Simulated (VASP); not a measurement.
Level of theory: PBE GGA, VASP's PBE PAW potentials (set 64) (plane waves; VASP).

VASP ran on this input.

### KPOINTS
```
Automatic mesh
0
Gamma
5 5 5
0 0 0
```

INCAR:
```
! general
SYSTEM  = Ge(SbTe2)2
PREC    = Accurate
ENCUT   = 450
LREAL   = .False.
LASPH   = .True.

! electronic loop
EDIFF   = 1E-6
NELM    = 100
ALGO    = Normal
LMAXMIX = 4

! smearing
ISMEAR  = -1
SIGMA   = 0.1

! functional
GGA     = PE

! ions
ISIF    = 2

! output
LWAVE   = .False.
LCHARG  = .False.
```

**POSCAR**
```
Ge(SbTe2)2
13.9828160
  0.1512369182   0.0873166750   0.9846335674
 -0.1512369182   0.0873166750   0.9846335674
  0.0000000000  -0.1746333500   0.9846335674
Ge Sb Te
1 2 4
Cart
  0.0000000000   0.0000000000   0.0000000000
 -0.0000000000   0.0000000000   1.2622017700
 -0.0000000000  -0.0000000000   1.6916989321
  0.0000000000  -0.0000000000   0.3919826232
 -0.0000000000   0.0000000000   2.5619180789
  0.0000000000  -0.0000000000   0.8560404235
 -0.0000000000   0.0000000000   2.0978602786
```

POTCAR, in this order: Ge_d Sb Te (PBE.64 set). Program: vasp_std.

The run wrote:

OUTCAR:
```
 ion  position               nearest neighbor table
   1  0.000  0.000  0.000-   7 3.03   6 3.03   7 3.03   7 3.03   6 3.03   6 3.03
   2  0.427  0.427  0.427-   4 2.92   4 2.92   4 2.92   7 3.21   7 3.21   7 3.21
   3  0.573  0.573  0.573-   5 2.92   5 2.92   5 2.92   6 3.21   6 3.21   6 3.21
   4  0.133  0.133  0.133-   2 2.92   2 2.92   2 2.92
   5  0.867  0.867  0.867-   3 2.92   3 2.92   3 2.92
   6  0.290  0.290  0.290-   1 3.03   1 3.03   1 3.03   3 3.21   3 3.21   3 3.21
   7  0.710  0.710  0.710-   1 3.03   1 3.03   1 3.03   2 3.21   2 3.21   2 3.21
  LATTYP: Found a trigonal (rhomboedric) cell.
 ALAT       =    13.9828164835
 COS(alpha) =     0.9542547927
 Subroutine PRICEL returns:
 Original cell was already a primitive cell.
 Subroutine GETGRP returns: Found 12 space group operations
The static configuration has the point symmetry D_3d.
The dynamic configuration has the point symmetry D_3d.
 Subroutine INISYM returns: Found 12 space group operations
 Subroutine IBZKPT returns following result:
 Found     19 irreducible k-points:

 Following reciprocal coordinates:
            Coordinates               Weight
  0.000000  0.000000  0.000000      1.000000
  0.200000  0.000000  0.000000      6.000000
  0.400000 -0.000000 -0.000000      6.000000
...
```

OSZICAR:
```
       N       E                     dE             d eps       ncg     rms          rms(c)
DAV:   1     0.349098593296E+03    0.34910E+03   -0.17427E+04  1216   0.180E+03
DAV:   2     0.214686531648E+02   -0.32763E+03   -0.31802E+03  1212   0.429E+02
DAV:   3    -0.238059664014E+02   -0.45275E+02   -0.43537E+02  1336   0.124E+02
DAV:   4    -0.261319217073E+02   -0.23260E+01   -0.22895E+01  1268   0.306E+01
DAV:   5    -0.262343926578E+02   -0.10247E+00   -0.10177E+00  1588   0.663E+00    0.108E+01
DAV:   6    -0.259859020762E+02    0.24849E+00   -0.85742E-01  1584   0.480E+00    0.683E+00
DAV:   7    -0.260215092819E+02   -0.35607E-01   -0.56717E-01  1400   0.382E+00    0.283E+00
DAV:   8    -0.259988368544E+02    0.22672E-01   -0.16004E-01  1440   0.226E+00    0.727E-01
DAV:   9    -0.259929123285E+02    0.59245E-02   -0.32401E-02  1296   0.903E-01    0.414E-01
DAV:  10    -0.259931022140E+02   -0.18989E-03   -0.61343E-03  1328   0.337E-01    0.345E-01
DAV:  11    -0.259933163390E+02   -0.21413E-03   -0.88429E-04  1240   0.159E-01    0.134E-01
DAV:  12    -0.259933790354E+02   -0.62696E-04   -0.17569E-04  1364   0.765E-02    0.701E-02
DAV:  13    -0.259933826357E+02   -0.36003E-05   -0.75273E-05  1344   0.393E-02    0.618E-02
DAV:  14    -0.259933829858E+02   -0.35016E-06   -0.14322E-05  1244   0.189E-02    0.225E-02
DAV:  15    -0.259933830503E+02   -0.64450E-07   -0.21752E-06   948   0.814E-03
   1 F= -.25993383E+02 E0= -.25984953E+02  d E =-.168598E-01
```

OUTCAR:
```
------------------------ aborting loop because EDIFF is reached ----------------------------------------
  FORCE on cell =-STRESS in cart. coord.  units (eV):
  Direction    XX          YY          ZZ          XY          YZ          ZX
  --------------------------------------------------------------------------------------
  Total        3.7188779      3.7188779      2.3627951      0.0000000      0.0000000      0.0000000
  in kB       27.9355791     27.9355788     17.7489151      0.0000000      0.0000000      0.0000000
  external PRESSURE =      24.5400243 kB  Pullay stress =       0.0000000 kB
  volume of cell :      213.29
      direct lattice vectors                 reciprocal lattice vectors
     2.114718000  1.220933000 13.767950000     0.236438144  0.136507627  0.024210818
    -2.114718000  1.220933000 13.767950000    -0.236438144  0.136507627  0.024210818
     0.000000000 -2.441866000 13.767950000     0.000000000 -0.273015254  0.024210818
 POSITION                                       TOTAL-FORCE (eV/Angst)
 -----------------------------------------------------------------------------------
      0.00000      0.00000      0.00000         0.000000     -0.000000      0.000000
      0.00000      0.00000     17.64914         0.000000     -0.000000     -0.992390
      0.00000      0.00000     23.65471         0.000000      0.000000      0.992390
      0.00000      0.00000      5.48102         0.000000     -0.000000      0.700433
      0.00000      0.00000     35.82283         0.000000     -0.000000     -0.700433
      0.00000      0.00000     11.96986         0.000000     -0.000000      0.211696
      0.00000      0.00000     29.33399         0.000000      0.000000     -0.211696
 -----------------------------------------------------------------------------------
    total drift:                                0.000000      0.000000     -0.000000
  FREE ENERGIE OF THE ION-ELECTRON SYSTEM (eV)
  ---------------------------------------------------
  free  energy   TOTEN  =       -25.9933830503 eV

  energy  without entropy=      -25.9765232153  energy(sigma->0) =      -25.98495313
```
(Selected blocks of OUTCAR.)

The structure was generated: GeSb2Te4 was put into an ordered model structure, which need not be its known phase. The cell was not relaxed at this level. The run is one of a series of settings (ENCUT = 450 against the base run), some of them coarse on purpose.
